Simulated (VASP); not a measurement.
# BaIrO3: Ga into a neighbouring Ba vacancy, part 2 of 5

How hard is this move in BaIrO3: Ga into a neighbouring Ba vacancy? Both ends are relaxed first, then a band of images between them. The start is a cell from a database of measured crystal structures.

VASP 6.6.1, plane waves and PAW; the level of theory is named at each step.

So far. Step 2 (Relax the host): The run ended after 3 ionic steps, 0.247 eV below its first step, once forces and stress met EDIFFG = -0.02. Step 3 (Relax the host again, on a new basis): The start already met the threshold, so nothing moved.

## Step 4: Relax the start

This step: LDA, no spin polarisation; plane waves and PAW (Ir, Ga, Ba_sv, O) (VASP 6.6.1).

System of this step: Ba2GaIr4O12. The cell holds 19 atoms: 4 Ir, 1 Ga, 2 Ba and 12 O. Its edges and angles: a = 6.916 Å, b = 6.916 Å, c = 6.916 Å, α = 109.5°, β = 109.5°, γ = 109.5°. It derives from BaIrO3. Nearest the centre at fractional (0.250, 0.250, 0.500): O12 at 1.96 Å, O15 at 2.00 Å, O16 at 2.00 Å, Ga5 at 2.01 Å, O18 at 2.01 Å, Ir1 at 2.81 Å, Ir2 at 2.82 Å, Ir4 at 2.83 Å.

A path needs two true minima; the start is relaxed with symmetry off.

File INCAR:

```
SYSTEM = Ba2GaIr4O12
PREC = Normal
ENCUT = 400
EDIFF = 1E-05
NELM = 120
ISMEAR = 1
SIGMA = 0.15
LREAL = Auto
ALGO = Fast
GGA = CA
NBANDS = 84
LORBIT = 11
LWAVE = .FALSE.
LCHARG = .FALSE.
KPAR = 3
IBRION = 2
NSW = 60
ISIF = 2
EDIFFG = -0.05
POTIM = 0.4
MAXMIX = 40
ISYM = 0
```

File POSCAR:

```
Ba2GaIr4O12
1.0
   -3.9927422025      3.9927422025      3.9927422025
    3.9927422025     -3.9927422025      3.9927422025
    3.9927422025      3.9927422025     -3.9927422025
Ir Ga Ba O
4 1 2 12
Direct
    0.0028853734      0.0016931253      0.0029233100
    0.5033854689      0.4978541498     -0.0009963112
    0.5023685238     -0.0004317355      0.5001106129
    0.0014404517      0.5021059348      0.5008078527
   -0.0016155044     -0.0030519711      0.4977475029
   -0.0006329851      0.5007673660      0.0015993227
    0.4993762431     -0.0019379320     -0.0026024738
    0.2557624260      0.2518311260      0.0025507805
    0.7448311581      0.7427720488     -0.0115213442
    0.7510793708      0.2494868978      0.4994776837
    0.2462691662      0.7543584926      0.5025191158
    0.2532803680      0.0067768838      0.2567359085
    0.7462917455      0.4991320711      0.2445849708
    0.7452148708     -0.0014381409      0.7471990729
    0.2473877061      0.4995734419      0.7474533911
   -0.0011789026      0.2489711116      0.2503282688
    0.5030355460      0.7522906472      0.2537190356
    0.5005765768      0.2466948273      0.7497831617
   -0.0003940155      0.7544922205      0.7495175576
```

File KPOINTS:

```
Automatic mesh
0
Gamma
3 3 3
0 0 0
```

Potentials, in the order of the species: Ir, Ga, Ba_sv and O (LDA family, release 64).

The run is started by

```
$ mpirun -np 3 vasp_std
```

The log of the run:

```text
[banner, memory and clock lines left out]
running    3 mpi-ranks, on    1 nodes
[...]
LDA part: xc-table for (Slater(with rela. corr.)+CA(PZ))
 , standard interpolation
 POSCAR, INCAR and KPOINTS ok, starting setup
[...]
entering main loop
       N       E                     dE             d eps       ncg     rms          rms(c)
DAV:   1     0.107044751443E+04    0.10704E+04   -0.54993E+04  2352   0.122E+03
DAV:   2    -0.228938439016E+02   -0.10933E+04   -0.10272E+04  2484   0.355E+02
DAV:   3    -0.163482509197E+03   -0.14059E+03   -0.13561E+03  3136   0.133E+02
DAV:   4    -0.169857333919E+03   -0.63748E+01   -0.63051E+01  3264   0.288E+01
[...]
RMM:  18    -0.137171886214E+03   -0.28473E-04   -0.83255E-04  2892   0.592E-02    0.633E-02
RMM:  19    -0.137171936485E+03   -0.50270E-04   -0.59736E-04  2315   0.348E-02    0.247E-02
RMM:  20    -0.137171959525E+03   -0.23041E-04   -0.26935E-04  1933   0.245E-02    0.100E-02
WARNING in EDDRMM: call to ZHEGV failed, returncode =   8  4     69
RMM:  21    -0.137171980271E+03   -0.20745E-04   -0.22576E-04  1868   0.183E-02    0.494E-03
RMM:  22    -0.137171989739E+03   -0.94680E-05   -0.10892E-04  1832   0.150E-02    0.471E-03
WARNING in EDDRMM: call to ZHEGV failed, returncode =   6  3     65
RMM:  23    -0.137171998915E+03   -0.91762E-05   -0.98541E-05  1701   0.113E-02
   1 F= -.13717200E+03 E0= -.13715286E+03  d E =-.137172E+03
[... from here on, the cycles between the ionic steps are left out ...]
   2 F= -.13736039E+03 E0= -.13734109E+03  d E =-.188394E+00
   6 F= -.13772151E+03 E0= -.13772200E+03  d E =-.446463E-01
  11 F= -.13784954E+03 E0= -.13784585E+03  d E =-.127997E+00
  16 F= -.13772736E+03 E0= -.13772726E+03  d E =0.122184E+00
  21 F= -.13824284E+03 E0= -.13823948E+03  d E =-.224382E+00
[...]
WARNING in EDDRMM: call to ZHEGV failed, returncode =   8  4     66
  26 F= -.13880064E+03 E0= -.13880222E+03  d E =-.557793E+00
  31 F= -.13946440E+03 E0= -.13946316E+03  d E =-.716406E-01
  36 F= -.13958351E+03 E0= -.13958352E+03  d E =-.250158E-01
  41 F= -.13961275E+03 E0= -.13961309E+03  d E =-.526901E-02
  46 F= -.13965125E+03 E0= -.13965204E+03  d E =-.165240E-01
  51 F= -.13971511E+03 E0= -.13971521E+03  d E =-.218934E-01
  56 F= -.13990101E+03 E0= -.13989993E+03  d E =-.717931E-01
  59 F= -.13997086E+03 E0= -.13996777E+03  d E =-.165913E-01
  60 F= -.14001463E+03 E0= -.14001088E+03  d E =-.603598E-01
[...]
opt :   2.9528  next Energy=  -140.071793 (dE=-0.118E+00)
```

It took 23 min on 3 MPI ranks of AMD EPYC 9R45, shared host; peak memory 0.83 GiB.

From OUTCAR (step 4):

```text
 k-point     1 :       0.0000    0.0000    0.0000
  band No.  band energies     occupation
    ...
     61       2.8240      2.00000
     62       3.1375      2.01205
     63       3.1607      2.01988
     64       3.4041      1.49464
     65       3.4731      0.74507
     66       3.6157     -0.06554
     67       3.6315     -0.07083
     68       3.6668     -0.06012
     69       3.8845     -0.00033
     70       4.2585     -0.00000
    ...

  Total      -29.2002018    -27.9981752    -25.2216072     -0.1647678     -0.8522244     -0.1546207
  in kB     -183.7480050   -176.1840167   -158.7119175     -1.0368340     -5.3627895     -0.9729813
  external PRESSURE =    -172.8813131 kB  Pullay stress =       0.0000000 kB

 POSITION                                       TOTAL-FORCE (eV/Angst)
 -----------------------------------------------------------------------------------
      0.09098      0.05685     -0.02220        -0.167228     -0.008655      0.082137
      3.92989      3.90832     -0.00935         0.006237      0.160151      0.230690
      0.05819      3.92640     -0.01148         0.073967     -0.043532      0.245911
      3.91185      0.05992     -0.01378        -0.036735      0.089642     -0.163866
      1.99980      2.11933      4.88842        -0.130924     -0.417758     -0.356420
      2.01787     -2.01144      2.11615        -0.068107     -0.037572      0.022513
      1.99799      5.96353     -1.92739         0.055761      0.085471      0.040918
      3.59624      3.60683     -1.97456         0.118424      0.036011     -0.199530
      0.39782      0.34339      6.00113        -0.113019     -0.017417     -0.074082
     -0.39820      4.35788      2.00616         0.150228     -0.062475     -0.043022
      4.38307     -0.37918      2.00498        -0.078136      0.041509      0.002209
     -0.10234      1.98116      0.27351         0.002190      0.157100      0.005579
      0.23020      2.00223      3.97905        -0.012475     -0.113920     -0.025974
      3.74454      2.00247      3.97641         0.210619     -0.079896     -0.117932
[...]
-----------------------------------------------------------------------------------
    total drift:                               -0.005204     -0.017746     -0.017792

  FREE ENERGIE OF THE ION-ELECTRON SYSTEM (eV)
  ---------------------------------------------------
  free  energy   TOTEN  =      -140.0146273615 eV

  energy  without entropy=     -140.0033836026  energy(sigma->0) =     -140.01087944

[... 16 further parts left out ...]
[key lines of the parts left out:]
E-fermi :   3.4502
```

CONTCAR:

```
Ba2GaIr4O12
   1.00000000000000
    -3.9927422025000001    3.9927422025000001    3.9927422025000001
     3.9927422025000001   -3.9927422025000001    3.9927422025000001
     3.9927422025000001    3.9927422025000001   -3.9927422025000001
  Ir              Ga              Ba              O
     4     1     2    12
Direct
     0.0043390056415071    0.0086129935640855    0.0185127369833458
     0.4882569495685675    0.4909581844922169    0.9815580982893091
     0.4902545006266954    0.0058484088246971    0.4989788594616827
     0.0057778668755202    0.4881444897183134    0.4973740072226922
     0.8775603450734095    0.8625925069174792    0.5158268834463420
     0.0131117256645800    0.5176910452320881    0.0008047123950471
     0.5054337981334726    0.0088409558945589    0.9969985687756541
     0.2044052060762120    0.2030783437997780    0.9020203587060184
     0.7945073847968591    0.8013231357125985    0.0928197971389423
     0.7969509070472602    0.2013606835867036    0.4958602399910567
     0.2035947201917774    0.7999584449046584    0.5013959205913517
     0.2823459280039810    0.0214341392430935    0.2352793090058451
     0.7490188840574474    0.5271120319098300    0.2795604710320885
     0.7487183023560544    0.9668734471449699    0.7196821642401101
     0.2870032434219272    0.5487723809600812    0.7581837181287669
     0.0071825923703278    0.2844907093639841    0.2242418147394025
     0.5007199914005298    0.7398460735672991    0.2586529813334436
     0.5553001267897298    0.2805476007126542    0.7758658578367854
     0.9848821095041355    0.7444549894508947    0.7383209196821191
```

Relaxation path (22 of 60):

| step | energy less that of the first step (eV) | largest force (eV/Å) |
| --- | --- | --- |
| 1 | 0.0000 | 0.8828 |
| 4 | -0.4068 | 0.5664 |
| 7 | -0.5495 | 0.2524 |
| 9 | -0.6488 | 0.5126 |
| 12 | -0.6877 | 0.9714 |
| 15 | -0.8426 | 0.8210 |
| 18 | -0.8964 | 0.7893 |
| 21 | -1.0708 | 1.1796 |
| 23 | -1.2778 | 1.1143 |
| 26 | -1.6286 | 1.8687 |
| 29 | -2.1106 | 1.0443 |
| 32 | -2.3259 | 0.5557 |
| 35 | -2.4100 | 0.1851 |
| 38 | -2.4264 | 0.1623 |
| 40 | -2.4355 | 0.2059 |
| 43 | -2.4627 | 0.5767 |
| 46 | -2.4793 | 0.6366 |
| 49 | -2.5370 | 0.8186 |
| 52 | -2.5659 | 0.6739 |
| 54 | -2.6572 | 0.6750 |
| 57 | -2.7498 | 0.4376 |
| 60 | -2.8426 | 0.5645 |

The atoms that moved most (Å):

| atom | dx | dy | dz | length |
| --- | --- | --- | --- | --- |
| Ga5 | 0.018 | 0.126 | -1.091 | 1.098 |
| O9 | 0.452 | 0.381 | 0.016 | 0.592 |
| O8 | -0.391 | -0.412 | 0.002 | 0.568 |
| O10 | -0.390 | 0.361 | 0.005 | 0.531 |
| O11 | 0.348 | -0.357 | 0.016 | 0.499 |
| O16 | 0.004 | -0.213 | 0.279 | 0.351 |
| O15 | 0.081 | 0.005 | 0.312 | 0.322 |
| O18 | 0.021 | 0.187 | 0.250 | 0.313 |

Final coordinates:

```xyz
19
Lattice="-3.9927 3.9927 3.9927 3.9927 -3.9927 3.9927 3.9927 3.9927 -3.9927" Properties=species:S:1:pos:R:3 pbc="T T T"
Ir    0.0910    0.0569   -0.0222
Ir   -0.0628   -0.0844    3.9834
Ir    0.0582    3.9264   -0.0115
Ir    3.9119    0.0599   -0.0138
Ga    1.9998    2.1193   -3.0971
Ba    2.0179   -2.0114    2.1161
Ba   -1.9948    1.9708    2.0653
O    -0.3965   -0.3859    2.0182
O     0.3978    0.3434    6.0011
O    -0.3982    4.3579    2.0062
O     4.3831   -0.3792    2.0050
O    -0.1023    1.9812    0.2735
O     0.2302    2.0022    3.9790
O    -0.2482    5.9952   -0.0163
O     4.0724    1.9821    0.3098
O     2.0026   -0.2119    0.2692
O     1.9875    0.0780    3.9205
O     2.0008    4.1948    0.2395
O     5.9807   -0.0849   -0.0359
```

The run used up its steps with a largest force of 0.56 eV/Å at its last finished step, so it is continued.

## Step 5: Going on with the relaxation

The relaxation goes on from where it stopped.

INCAR, as its differences from that of step 4:

```diff
@@ -19,3 +19,3 @@
 EDIFFG = -0.05
-POTIM = 0.4
+POTIM = 0.25
 MAXMIX = 40
```

File POSCAR:

```
Ba2GaIr4O12
1.0
   -3.9927422025      3.9927422025      3.9927422025
    3.9927422025     -3.9927422025      3.9927422025
    3.9927422025      3.9927422025     -3.9927422025
Ir Ga Ba O
4 1 2 12
Direct
    0.0043390056      0.0086129936      0.0185127370
    0.4882569496      0.4909581845      0.9815580983
    0.4902545006      0.0058484088      0.4989788595
    0.0057778669      0.4881444897      0.4973740072
    0.8775603451      0.8625925069      0.5158268834
    0.0131117257      0.5176910452      0.0008047124
    0.5054337981      0.0088409559      0.9969985688
    0.2044052061      0.2030783438      0.9020203587
    0.7945073848      0.8013231357      0.0928197971
    0.7969509070      0.2013606836      0.4958602400
    0.2035947202      0.7999584449      0.5013959206
    0.2823459280      0.0214341392      0.2352793090
    0.7490188841      0.5271120319      0.2795604710
    0.7487183024      0.9668734471      0.7196821642
    0.2870032434      0.5487723810      0.7581837181
    0.0071825924      0.2844907094      0.2242418147
    0.5007199914      0.7398460736      0.2586529813
    0.5553001268      0.2805476007      0.7758658578
    0.9848821095      0.7444549895      0.7383209197
```

KPOINTS is that of step 4.

The run is started by

```
$ mpirun -np 3 vasp_std
```

The log of the run:

```text
[... set-up lines as in an earlier step ...]
 entering main loop
       N       E                     dE             d eps       ncg     rms          rms(c)
DAV:   1     0.107160822205E+04    0.10716E+04   -0.55049E+04  2352   0.122E+03
DAV:   2    -0.247582208563E+02   -0.10964E+04   -0.10286E+04  2480   0.356E+02
DAV:   3    -0.161634667313E+03   -0.13688E+03   -0.13162E+03  3008   0.133E+02
DAV:   4    -0.168646907844E+03   -0.70122E+01   -0.69278E+01  3312   0.301E+01
[...]
RMM:  22    -0.140014610325E+03   -0.11437E-04   -0.12563E-04  1812   0.148E-02    0.581E-03
RMM:  23    -0.140014619662E+03   -0.93370E-05   -0.10186E-04  1661   0.980E-03    0.346E-03
RMM:  24    -0.140014624564E+03   -0.49017E-05   -0.55958E-05  1582   0.828E-03
   1 F= -.14001462E+03 E0= -.14001088E+03  d E =-.140015E+03
[... from here on, the cycles between the ionic steps are left out ...]
   2 F= -.14003734E+03 E0= -.14003355E+03  d E =-.227146E-01
   6 F= -.14008575E+03 E0= -.14008178E+03  d E =-.171282E-01
  11 F= -.14016940E+03 E0= -.14016555E+03  d E =-.251247E-01
  16 F= -.14022656E+03 E0= -.14022337E+03  d E =-.189523E-01
  21 F= -.14026139E+03 E0= -.14026097E+03  d E =-.156166E-01
  26 F= -.14030360E+03 E0= -.14030455E+03  d E =-.401141E-01
  31 F= -.14037594E+03 E0= -.14036981E+03  d E =-.247665E-01
  36 F= -.14045959E+03 E0= -.14045769E+03  d E =-.264274E-01
  41 F= -.14050392E+03 E0= -.14050194E+03  d E =-.180084E-01
  46 F= -.14052480E+03 E0= -.14052279E+03  d E =-.895661E-02
  51 F= -.14054509E+03 E0= -.14054352E+03  d E =-.512105E-02
  56 F= -.14055764E+03 E0= -.14055558E+03  d E =-.436799E-02
  59 F= -.14056071E+03 E0= -.14055866E+03  d E =-.279478E-02
  60 F= -.14056174E+03 E0= -.14055971E+03  d E =-.382643E-02
[...]
```

It took 18 min on 3 MPI ranks; peak memory 0.83 GiB.

From OUTCAR (step 5):

```text
 k-point     1 :       0.0000    0.0000    0.0000
  band No.  band energies     occupation
    ...
     62       3.2337      2.00055
     63       3.3857      2.02988
     64       3.4071      2.04207
     65       3.4100      2.04384
     66       3.5109      2.03878
     67       3.9322     -0.02472
     68       4.1147     -0.00012
     69       4.2631     -0.00000
     70       4.3725     -0.00000
     71       4.5333     -0.00000
    ...

  Total       -7.3420413     -7.5055584    -27.4607280     -0.0629901     -0.0095450      0.0113939
  in kB      -46.2012372    -47.2302003   -172.8020248     -0.3963775     -0.0600640      0.0716984
  external PRESSURE =     -88.7444874 kB  Pullay stress =       0.0000000 kB

 POSITION                                       TOTAL-FORCE (eV/Angst)
 -----------------------------------------------------------------------------------
      0.09281      0.09009      0.12254         0.034394      0.012747      0.003566
      3.89462      3.89734      0.12177         0.040657      0.008520      0.007318
      0.09268      3.89985      0.12429         0.029116     -0.059775     -0.039105
      3.89586      0.09121      0.11993        -0.016044      0.001962      0.051682
      1.99616      1.99425      4.04978        -0.061137     -0.029572     -0.043055
      5.99093      1.99405     -1.85889        -0.006132      0.011730     -0.076163
      1.99478      5.98615     -1.87315         0.001678      0.000426      0.040306
      3.94221      3.94606     -1.88160         0.028684      0.008628     -0.013681
      0.04772      0.04482      6.10363        -0.026313     -0.020590     -0.020685
     -0.04840      4.03404      2.11222         0.025536     -0.007165     -0.029402
      4.04077     -0.04820      2.11064        -0.028859      0.020425     -0.014428
      3.70109     -1.99846      4.13130         0.044537      0.015886      0.013892
      0.11810      1.99317      4.04422        -0.019281      0.021378      0.031497
      3.87189      1.99397      4.04296         0.035697      0.006343      0.038497
[...]
-----------------------------------------------------------------------------------
    total drift:                               -0.002178     -0.021956      0.027933

  FREE ENERGIE OF THE ION-ELECTRON SYSTEM (eV)
  ---------------------------------------------------
  free  energy   TOTEN  =      -140.5617376844 eV

  energy  without entropy=     -140.5556645097  energy(sigma->0) =     -140.55971329

[... 5 parts as in an earlier step ...]

[... 11 further parts left out ...]
[key lines of the parts left out:]
E-fermi :   3.6537
```

Step by step (22 of 60):

| step | energy less that of the first step (eV) | largest force (eV/Å) |
| --- | --- | --- |
| 1 | 0.0000 | 0.5665 |
| 4 | -0.0220 | 1.0474 |
| 7 | -0.1125 | 0.4073 |
| 9 | -0.1283 | 0.3878 |
| 12 | -0.1668 | 0.4508 |
| 15 | -0.2049 | 0.2625 |
| 18 | -0.2306 | 0.2410 |
| 21 | -0.2468 | 0.2113 |
| 23 | -0.2489 | 0.3197 |
| 26 | -0.2890 | 0.5185 |
| 29 | -0.3213 | 0.8198 |
| 32 | -0.3753 | 0.5859 |
| 35 | -0.4359 | 0.3895 |
| 38 | -0.4707 | 0.2527 |
| 40 | -0.4825 | 0.2404 |
| 43 | -0.4964 | 0.1750 |
| 46 | -0.5102 | 0.3027 |
| 49 | -0.5234 | 0.1387 |
| 52 | -0.5322 | 0.1813 |
| 54 | -0.5386 | 0.1438 |
| 57 | -0.5427 | 0.3097 |
| 60 | -0.5471 | 0.0879 |

The atoms that moved most (Å):

| atom | dx | dy | dz | length |
| --- | --- | --- | --- | --- |
| Ga5 | -0.004 | -0.125 | -0.839 | 0.848 |
| O8 | 0.346 | 0.339 | 0.093 | 0.493 |
| O10 | 0.350 | -0.324 | 0.106 | 0.488 |
| O11 | -0.342 | 0.331 | 0.106 | 0.488 |
| O9 | -0.350 | -0.299 | 0.102 | 0.471 |
| O15 | 0.211 | 0.014 | -0.168 | 0.270 |
| O12 | -0.189 | 0.013 | -0.135 | 0.233 |
| O16 | -0.009 | -0.088 | -0.127 | 0.155 |

Final coordinates:

```cif
data_structure
_symmetry_space_group_name_H-M 'P 1'
_symmetry_Int_Tables_number 1
_cell_length_a 6.9156
_cell_length_b 6.9156
_cell_length_c 6.9156
_cell_angle_alpha 109.471
_cell_angle_beta 109.471
_cell_angle_gamma 109.471
_cell_volume 254.61
loop_
_atom_site_label
_atom_site_type_symbol
_atom_site_fract_x
_atom_site_fract_y
_atom_site_fract_z
_atom_site_occupancy
Ir1 Ir 0.02663 0.02697 0.02291 1
Ir2 Ir 0.50330 0.50296 0.97577 1
Ir3 Ir 0.50393 0.02717 0.49997 1
Ir4 Ir 0.02644 0.50289 0.49929 1
Ga5 Ga 0.75688 0.75712 0.49971 1
Ba6 Ba 0.01693 0.51744 0.99994 1
Ba7 Ba 0.51506 0.01523 0.99943 1
O8 O 0.25853 0.25804 0.98783 1
O9 O 0.76995 0.77032 0.01159 1
O10 O 0.76968 0.25845 0.49911 1
O11 O 0.25827 0.77032 0.49998 1
O12 O 0.26709 0.98083 0.21321 1
O13 O 0.75605 0.52124 0.26439 1
O14 O 0.75599 0.99115 0.73457 1
O15 O 0.26769 0.55412 0.78625 1
O16 O 0.98019 0.26746 0.21208 1
O17 O 0.52097 0.75602 0.26469 1
O18 O 0.55458 0.26749 0.78670 1
O19 O 0.99121 0.75672 0.73454 1
```

The run used up its steps with a largest force of 0.09 eV/Å at its last finished step, short of the threshold.

[end of part 2 of 5]

[Lines on the potential files, build, host, timing and source positions are cut from VASP's logs without a mark.]

[Logs are printed without paths, hosts, clocks, repeated set-up lines and the standing remarks that a program may print on its own settings, such as how far it seeks lower states.]

[Hosts, paths, dates, database ids (printed as entryN), source tags and the programs' standing remarks are cut or masked in the printed files.]

[Runs that stopped without an error message from VASP are left out.]
